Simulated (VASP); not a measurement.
# CdAgF4 (P4/mmm) in VASP: single point with PBE

Aim: the single point of CdAgF4 with PBE.

Everything below comes from runs of VASP 6.6.1. Logs are shortened: lines on timing, memory, paths and dates and some standing lists are left out, and cuts for length are marked.

**1. Starting point**

It takes space group P4/mmm (No. 123, tetragonal). The conventional cell has a = 4.179 Å, b = 4.179 Å, c = 6.548 Å, α = 90.00°, β = 90.00°, γ = 90.00°. Around Cd (site symmetry 4/mmm) lie 6 F at 2.09 to 2.13 Å. Around Ag (site symmetry 4/mmm) lie 8 F at 3.17 Å. F (site symmetry 4mm) has 1 Cd at 2.13 Å and 1 F at 2.29 Å as nearest neighbours. F (site symmetry mmm) has 2 Cd at 2.09 Å as nearest neighbours.

The cell was built by a generator and needn't be a form met in nature.

**2. Single point, PBE**

File INCAR:

```
PREC = Accurate ; ENCUT = 520
EDIFF = 1E-6 ; ISMEAR = 0
SIGMA = 0.1 ; LREAL = False
LASPH = True ; NELM = 100
ALGO = Fast ; ISIF = 2
LWAVE = False ; LCHARG = True
GGA = PE ; LELF = True
LVHAR = True ; NBANDS = 34
```

File KPOINTS:

```
Automatic mesh
0
Gamma
  10 10 6
```

File POSCAR:

```
CdAgF4
1.0
    4.1789400934      0.0000000000      0.0000000000
    0.0000000000      4.1789400934      0.0000000000
    0.0000000000      0.0000000000      6.5481595883
Cd Ag F
1 1 4
Direct
    0.0000000000      0.0000000000      0.0000000000
    0.5000000000      0.5000000000      0.5000000000
    0.0000000000      0.0000000000      0.6745965184
    0.5000000000      0.0000000000      0.0000000000
    0.0000000000      0.5000000000      0.0000000000
    0.0000000000      0.0000000000      0.3254034816
```

Potentials or basis: VASP PAW PBE potentials, release 64 (Cd, Ag, F).

Started as:

```
cat potpaw_PBE.64/Cd/POTCAR potpaw_PBE.64/Ag/POTCAR potpaw_PBE.64/F/POTCAR > POTCAR
mpirun -np 1 vasp_std > vasp.out
```

OUTCAR:

```text
PREC = Accurate
   ENCUT = 520
   EDIFF = 1E-6
   ISMEAR = 0
   LREAL = False
   LASPH = True
   NELM = 100
   ISIF = 2
   GGA = PE

 ion  position               nearest neighbor table
   1  0.000  0.000  0.000-   4 2.09   5 2.09   5 2.09   4 2.09   3 2.13   6 2.13
   2  0.500  0.500  0.500-
   3  0.000  0.000  0.675-   1 2.13
   4  0.500  0.000  0.000-   1 2.09   1 2.09
   5  0.000  0.500  0.000-   1 2.09   1 2.09
   6  0.000  0.000  0.325-   1 2.13

  LATTYP: Found a simple tetragonal cell.
 ALAT       =     4.1789400934
 C/A-ratio  =     1.5669426797

  Lattice vectors:

 A1 = (   4.1789400934,   0.0000000000,   0.0000000000)
 A2 = (   0.0000000000,   4.1789400934,   0.0000000000)
 A3 = (   0.0000000000,   0.0000000000,   6.5481595883)

Analysis of symmetry for initial positions (statically):
=====================================================================
 Subroutine PRICEL returns:
 Original cell was already a primitive cell.

 Routine SETGRP: Setting up the symmetry group for a
 simple tetragonal supercell.

 Subroutine GETGRP returns: Found 16 space group operations
 (whereof 16 operations were pure point group operations)
 out of a pool of 16 trial point group operations.

The static configuration has the point symmetry D_4h.

Analysis of symmetry for dynamics (positions and initial velocities):
=====================================================================
 Subroutine PRICEL returns:
 Original cell was already a primitive cell.

 Routine SETGRP: Setting up the symmetry group for a
 simple tetragonal supercell.

 Subroutine GETGRP returns: Found 16 space group operations
 (whereof 16 operations were pure point group operations)
 out of a pool of 16 trial point group operations.

The dynamic configuration has the point symmetry D_4h.

 Subroutine INISYM returns: Found 16 space group operations
 (whereof 16 operations are pure point group operations),
 and found     1 'primitive' translations

----------------------------------------------------------------------------------------

                                     Primitive cell

  volume of cell :     114.3540

  direct lattice vectors                    reciprocal lattice vectors
     4.178940093  0.000000000  0.000000000     0.239295127  0.000000000  0.000000000
     0.000000000  4.178940093  0.000000000     0.000000000  0.239295127  0.000000000
     0.000000000  0.000000000  6.548159588     0.000000000  0.000000000  0.152714665

  length of vectors
     4.178940093  4.178940093  6.548159588     0.239295127  0.239295127  0.152714665

  position of ions in fractional coordinates (direct lattice)
     0.000000000  0.000000000  0.000000000
     0.500000000  0.500000000  0.500000000
     0.000000000  0.000000000  0.674596518
     0.500000000  0.000000000  0.000000000
     0.000000000  0.500000000  0.000000000
     0.000000000  0.000000000  0.325403482

  ion indices of the primitive-cell ions
   primitive index   ion index
                 1           1
                 2           2
                 3           3
                 4           4
                 5           5
                 6           6

----------------------------------------------------------------------------------------

 KPOINTS: Automatic mesh

Automatic generation of k-mesh.
 Grid dimensions read from file:
 generate k-points for:   10   10    6

 Generating k-lattice:

  Cartesian coordinates                     Fractional coordinates (reciprocal lattice)
     0.023929513  0.000000000  0.000000000     0.100000000  0.000000000  0.000000000
     0.000000000  0.023929513  0.000000000     0.000000000  0.100000000  0.000000000
     0.000000000  0.000000000  0.025452444     0.000000000  0.000000000  0.166666667

  Length of vectors
     0.023929513  0.023929513  0.025452444

  Shift w.r.t. Gamma in fractional coordinates (k-lattice)
     0.000000000  0.000000000  0.000000000

 Subroutine IBZKPT returns following result:
 ===========================================

 Found     84 irreducible k-points:

 Following reciprocal coordinates:
            Coordinates               Weight
  0.000000  0.000000  0.000000      1.000000
  0.100000  0.000000  0.000000      4.000000
  0.200000  0.000000  0.000000      4.000000
  0.300000  0.000000  0.000000      4.000000
  0.400000  0.000000  0.000000      4.000000
  0.500000  0.000000  0.000000      2.000000
[... 16 lines left out ...]
  0.100000  0.000000  0.166667      8.000000
  0.200000  0.000000  0.166667      8.000000
 [... further k-points ...]
   k-points           NKPTS =     84   k-points in BZ     NKDIM =     84   number of bands    NBANDS=     34
   number of dos      NEDOS =    301   number of ions     NIONS =      6
   total plane-waves  NPLWV =  51200
   dimension x,y,z NGX =    32 NGY =   32 NGZ =   50
   dimension x,y,z NGXF=    64 NGYF=   64 NGZF=  100
   ions per type =               1   1   4
   NGX,Y,Z   is equivalent  to a cutoff of  12.73, 12.73, 12.69 a.u.
   NGXF,Y,Z  is equivalent  to a cutoff of  25.46, 25.46, 25.39 a.u.
 SYSTEM =  unknown system
   PREC   = accura    normal or accurate (medium, high low for compatibility)
   ISTART =      0    job   : 0-new  1-cont  2-samecut
   ICHARG =      2    charge: 1-file 2-atom 10-const
   ISPIN  =      1    spin polarized calculation?
   LNONCOLLINEAR =      F non collinear calculations
   LSORBIT =      F    spin-orbit coupling
   LASPH  =      T    aspherical Exc in radial PAW
   ENCUT  =  520.0 eV  38.22 Ry    6.18 a.u.   7.77  7.77 12.18*2*pi/ulx,y,z
   NELM   =    100;   NELMIN=  2; NELMDL= -5     # of ELM steps
   EDIFF  = 0.1E-05   stopping-criterion for ELM
   LREAL  =      F    real-space projection
   EDIFFG = 0.1E-04   stopping-criterion for IOM
   NSW    =      0    number of steps for IOM
   IBRION =     -1    ionic relax: 0-MD 1-quasi-New 2-CG
   NFREE  =      0    steps in history (QN), initial steepest desc. (CG)
   ISIF   =      2    stress and relaxation
   ISYM   =      2    0-nonsym 1-usesym 2-fastsym
   POTIM  = 0.5000    time-step for ionic-motion
   TEBEG  =    0.0;   TEEND  =   0.0 temperature during run
   PSTRESS=    0.0 pullay stress
   NELECT =      51.0000    total number of electrons
   NUPDOWN=      -1.0000    fix difference up-down
   EMIN   =  10.00;   EMAX   =-10.00  energy-range for DOS
   EFERMI =   0.00;   METHOD = LEGACY
   ISMEAR =     0;   SIGMA  =   0.10  broadening in eV -4-tet -1-fermi 0-gaus
   EFERMI_NEDOS =   21; number of points for ismear=-14 and -15
   IALGO  =     68    algorithm
   IMIX   =      4    mixing-type and parameters
     AMIX     =   0.40;   BMIX     =  1.00
     AMIX_MAG =   1.60;   BMIX_MAG =  1.00
  volume/ion in A,a.u.               =      19.06       128.62
  Fermi-wavevector in a.u.,A,eV,Ry     =   1.250780  2.363632 21.285654  1.564451
  Thomas-Fermi vector in A             =   2.384759
   LORBIT       =      0    0 simple, 1 ext, 2 COOP (PROOUT), +10 PAW based schemes
   GGA     = PE    functional components
   LHFCALC =     F    Hartree Fock is set to
   AEXX    =    0.0000 exact exchange contribution
   IVDW    =     0    specifies the selected vdW correction
   LEPSILON=     F    determine dielectric tensor
   LRPA    =     F    only Hartree local field effects (RPA)
 non-spin polarized calculation
 RMM-DIIS sequential band-by-band and
 Gauss-broadening in eV      SIGMA  =   0.10
  energy-cutoff  :      520.00
  volume of cell :      114.35
 maximum number of plane-waves:      3105
 NGX is ok and might be reduce to    32
   NGX = 15   NGY = 15   NGZ = 25

 number of electron      51.0000011 magnetization

 Free energy of the ion-electron system (eV)
  ---------------------------------------------------
  ext. energy  EPLUGINS =         0.00000000
  ---------------------------------------------------
  free energy    TOTEN  =       -17.71386674 eV

  energy without entropy =      -17.70420042  energy(sigma->0) =      -17.70903358

 E-fermi :  -2.2192     XC(G=0):  -8.3534

 val. band max:       -2.2351509492   @ k =   0.5000   0.1000   0.1667
 cond. band min:      -2.2048647124   @ k =   0.5000   0.2000   0.1667
 fundamental gap:      0.0302862367
 Fermi energy:        -2.2192318183

 k-point     1 :       0.0000    0.0000    0.0000
  band No.  band energies     occupation
      1     -23.1783      2.00000
      2     -22.8885      2.00000
      3     -22.5717      2.00000
      4     -22.1239      2.00000
      5      -8.2576      2.00000
      6      -7.7728      2.00000
[... 26 lines left out ...]
     33      10.0809      0.00000
     34      12.2047      0.00000

 k-point     2 :       0.1000    0.0000    0.0000
  band No.  band energies     occupation
      1     -23.1642      2.00000
      2     -22.8871      2.00000
      3     -22.5717      2.00000
      4     -22.1234      2.00000
      5      -8.2860      2.00000
      6      -7.8022      2.00000
[... 26 lines left out ...]
     33      10.7060      0.00000
     34      12.0678      0.00000

 k-point     3 :       0.2000    0.0000    0.0000
  band No.  band energies     occupation
      1     -23.1277      2.00000
      2     -22.8830      2.00000
      3     -22.5720      2.00000
      4     -22.1222      2.00000
      5      -8.4470      2.00000
      6      -7.8759      2.00000
[... 26 lines left out ...]
     33      10.7888      0.00000
     34      11.3804      0.00000
[... 704 lines left out ...]
 k-point    23 :       0.1000    0.0000    0.1667
  band No.  band energies     occupation
      1     -23.1616      2.00000
      2     -22.8871      2.00000
      3     -22.5630      2.00000
      4     -22.1368      2.00000
      5      -8.2180      2.00000
      6      -7.8041      2.00000
[... 26 lines left out ...]
     33      10.7076      0.00000
     34      11.9148      0.00000

 k-point    24 :       0.2000    0.0000    0.1667
  band No.  band energies     occupation
      1     -23.1251      2.00000
      2     -22.8829      2.00000
      3     -22.5629      2.00000
      4     -22.1360      2.00000
      5      -8.4061      2.00000
      6      -7.8784      2.00000
[... 26 lines left out ...]
     33      10.8429      0.00000
     34      11.9307      0.00000

 [... further k-points ...]

------------------------ aborting loop because EDIFF is reached ----------------------------------------

  FORCE on cell =-STRESS in cart. coord.  units (eV):
  Direction    XX          YY          ZZ          XY          YZ          ZX
  --------------------------------------------------------------------------------------
  -------------------------------------------------------------------------------------
  Total        0.4389307      0.4389307      0.4235726      0.0000000     -0.0000000      0.0000000
  in kB        6.1497149      6.1497149      5.9345383      0.0000000     -0.0000000      0.0000000
  external PRESSURE =       6.0779894 kB  Pullay stress =       0.0000000 kB

 VOLUME and BASIS-vectors are now :
 -----------------------------------------------------------------------------
  energy-cutoff  :      520.00
  volume of cell :      114.35
      direct lattice vectors                 reciprocal lattice vectors
     4.178940093  0.000000000  0.000000000     0.239295127  0.000000000  0.000000000
     0.000000000  4.178940093  0.000000000     0.000000000  0.239295127  0.000000000
     0.000000000  0.000000000  6.548159588     0.000000000  0.000000000  0.152714665

 POSITION                                       TOTAL-FORCE (eV/Angst)
 -----------------------------------------------------------------------------------
      0.00000      0.00000      0.00000         0.000000      0.000000      0.000000
      2.08947      2.08947      3.27408         0.000000      0.000000      0.000000
      0.00000      0.00000      4.41737        -0.000000      0.000000     -0.148057
      2.08947      0.00000      0.00000         0.000000      0.000000      0.000000
      0.00000      2.08947      0.00000         0.000000      0.000000      0.000000
      0.00000      0.00000      2.13079         0.000000      0.000000      0.148057
 -----------------------------------------------------------------------------------
    total drift:                                0.000000      0.000000     -0.000000

  FREE ENERGIE OF THE ION-ELECTRON SYSTEM (eV)
  ---------------------------------------------------
  free  energy   TOTEN  =       -17.7138667356 eV

  energy  without entropy=      -17.7042004151  energy(sigma->0) =      -17.70903358
```

Run time: 4.8 min. Hardware: 1 thread of Intel Xeon Platinum 8488C (Sapphire Rapids), shared host; peak memory 0.43 GiB.

What came out:

```yaml
Free_energy: -17.7139 eV
Pressure: 0.6 GPa
Largest_force: 0.148 eV/Å
Band_gap_on_the_k_mesh: none (metal or under the smearing width)
```

Forces on the atoms (eV/Å):
```
Cd   0.000  0.000  0.000
Ag   0.000  0.000  0.000
F    0.000  0.000 -0.148
F    0.000  0.000  0.000
F    0.000  0.000  0.000
F    0.000  0.000  0.148
```

Caveat: an odd number of electrons without spin polarisation forces a metal; a magnetic or distorted state may lie lower.
